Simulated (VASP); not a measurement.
Data:

```yaml
crystal:
  lattice:
    - [2.69926, 0.00000, 0.00000]
    - [-1.34963, 2.33762, 0.00000]
    - [0.00000, 0.00000, 7.62271]
  atoms:
    - { symbol: Co, position: [0.00000, 0.00000, 0.00000], spin: 1.1 }
    - { symbol: Co, position: [0.00000, 0.00000, 0.50000], spin: 1.1 }
    - { symbol: Al, position: [0.33333, 0.66667, 0.25000] }
    - { symbol: Al, position: [0.66667, 0.33333, 0.75000] }
```

Calculation: r2SCAN meta-GGA, VASP's PBE PAW potentials (set 64) (plane waves; VASP). Run with 400 eV cut-off, 14×14×5 Γ-centred mesh, tetrahedra with Blöchl corrections, potentials Co Al.

Task: Give the spin-up energies of bands 3 to 16 at the high-symmetry points, in eV from the Fermi level.

Result: 
```json
[
 {"band": "3", "Γ": "-7.52", "M": "-4.32", "K": "-3.98", "A": "-5.42", "L": "-4.83", "H": "-3.69"},
 {"band": "4", "Γ": "-3.96", "M": "-4.20", "K": "-3.69", "A": "-5.42", "L": "-4.83", "H": "-3.69"},
 {"band": "5", "Γ": "-2.60", "M": "-3.53", "K": "-3.69", "A": "-2.49", "L": "-3.44", "H": "-3.58"},
 {"band": "6", "Γ": "-2.50", "M": "-3.50", "K": "-3.11", "A": "-2.49", "L": "-3.44", "H": "-3.58"},
 {"band": "7", "Γ": "-2.50", "M": "-3.04", "K": "-3.11", "A": "-2.49", "L": "-2.27", "H": "-3.05"},
 {"band": "8", "Γ": "-2.48", "M": "-2.05", "K": "-2.78", "A": "-2.49", "L": "-2.27", "H": "-3.05"},
 {"band": "9", "Γ": "-2.48", "M": "-1.87", "K": "-2.78", "A": "-2.43", "L": "-1.80", "H": "-2.87"},
 {"band": "10", "Γ": "-1.50", "M": "-1.74", "K": "-1.96", "A": "-2.43", "L": "-1.80", "H": "-2.87"},
 {"band": "11", "Γ": "-1.46", "M": "-1.09", "K": "-1.44", "A": "-1.42", "L": "-1.09", "H": "0.32"},
 {"band": "12", "Γ": "-1.46", "M": "-1.09", "K": "0.04", "A": "-1.42", "L": "-1.09", "H": "0.32"},
 {"band": "13", "Γ": "-1.38", "M": "-0.98", "K": "0.04", "A": "-1.42", "L": "-0.37", "H": "0.34"},
 {"band": "14", "Γ": "-1.38", "M": "0.44", "K": "1.01", "A": "-1.42", "L": "-0.37", "H": "0.34"},
 {"band": "15", "Γ": "3.48", "M": "1.98", "K": "3.27", "A": "6.78", "L": "3.62", "H": "1.83"},
 {"band": "16", "Γ": "10.65", "M": "3.12", "K": "3.27", "A": "6.78", "L": "3.62", "H": "1.83"}
]
```

Task: Give the spin-down energies of bands 3 to 16 at the high-symmetry points, in eV from the Fermi level.

Result: 
```
band      Γ      M      K      A      L      H
----  -----  -----  -----  -----  -----  -----
3     -7.76  -4.49  -3.47  -5.49  -4.64  -3.27
4     -3.21  -3.42  -3.27  -5.49  -4.64  -3.27
5     -1.70  -3.19  -3.27  -1.39  -2.40  -3.15
6     -1.28  -2.58  -2.38  -1.39  -2.40  -3.15
7     -0.87  -2.24  -2.38  -0.86  -1.95  -2.38
8     -0.87  -1.25  -1.63  -0.86  -1.95  -2.38
9     -0.85  -0.92  -1.63  -0.86  -0.83  -1.64
10    -0.85  -0.75  -1.57  -0.86  -0.83  -1.64
11    -0.25  -0.70  -0.61  -0.20   0.71   1.29
12    -0.25   0.97   1.36  -0.20   0.71   1.29
13    -0.14   0.98   1.36  -0.20   0.97   1.59
14    -0.14   1.96   2.14  -0.20   0.97   1.59
15     4.17   2.62   3.70   7.01   4.05   2.56
16    10.56   4.06   3.70   7.01   4.05   2.56
```

It has no gap at this level: it comes out as a metal or semimetal.

The structure was generated: CoAl was put into the NiAs type type (P6_3/mmc), which need not be its known phase. It was relaxed first, which changed the volume by -34 %.
